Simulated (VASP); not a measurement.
Sn2GeO3:

```
CELL_PARAMETERS angstrom
4.25728 0.00000 0.00000
0.00000 4.57585 0.00000
0.00000 0.00000 5.23936
ATOMIC_POSITIONS crystal
Sn 0.00000 0.50000 0.50000
Sn 0.50000 0.50000 0.50000
Ge 0.00000 0.00000 0.00000
O 0.00000 0.50000 0.89603
O 0.00000 0.50000 0.10397
O 0.50000 0.00000 0.50000
```

The cell was built by a generator and needn't be a form met in nature.

```yaml
Program: VASP 6.6.1
Task: relaxation of cell and atoms
Functional: PBE
Potentials_or_basis: VASP PAW PBE potentials, release 64 (Sn_d, Ge_d, O)
Cutoff: 520 eV
k_mesh: 3 × 3 × 3
Occupations: gaussian, width 0.15 eV
Spin: no spin polarisation
```

At the start: pressure 56.9 GPa; volume 17.01 Å³/atom.

Question: Where does the relaxation end?

Answer: Over 15 steps the energy falls by 2224.4 meV/atom and the volume is 23.65 Å³/atom (+39.0 %); space group Pmmm (No. 47, to 0.05 Å).

The path:
```csv
step,energy change (eV),largest force (eV/Å),pressure (GPa),volume (Å³)
1,0.0000,26.5443,56.93,102.07
2,69.7009,202.6157,94.84,211.06
3,-2.5517,22.6200,28.65,142.48
4,-6.1391,17.1507,25.29,134.96
5,-7.0665,12.3573,27.07,126.12
6,5.4222,0.9589,-25.91,223.70
7,-11.9238,2.0857,-0.97,150.27
8,-12.1370,0.6119,-6.99,160.17
9,-12.1428,0.8230,-6.02,158.47
10,-13.2395,0.7824,-0.67,144.10
11,-13.3042,0.7547,1.17,140.93
12,-13.3067,0.7474,1.74,140.09
13,-13.3378,0.1671,-0.67,142.69
14,-13.3451,0.0980,0.02,141.89
15,-13.3465,0.0429,-0.03,141.91
```

Final structure:
```xyz
6
Lattice="5.4631 0.0000 0.0000 0.0000 3.9490 0.0000 0.0000 0.0000 6.5778" Properties=species:S:1:pos:R:3 pbc="T T T"
Sn    0.0000    1.9745    3.2889
Sn    2.7316    1.9745    3.2889
Ge    0.0000    0.0000    0.0000
O     0.0000    1.9745    5.3546
O     0.0000    1.9745    1.2231
O     2.7316    0.0000    3.2889
```

Caveat: the k mesh is coarse (spacing up to 0.49 Å⁻¹), so the values aren't converged; the standard files for N, O and F lose accuracy on very short bonds; the volume moved by over 15 % at a fixed basis, so the end points are rough.
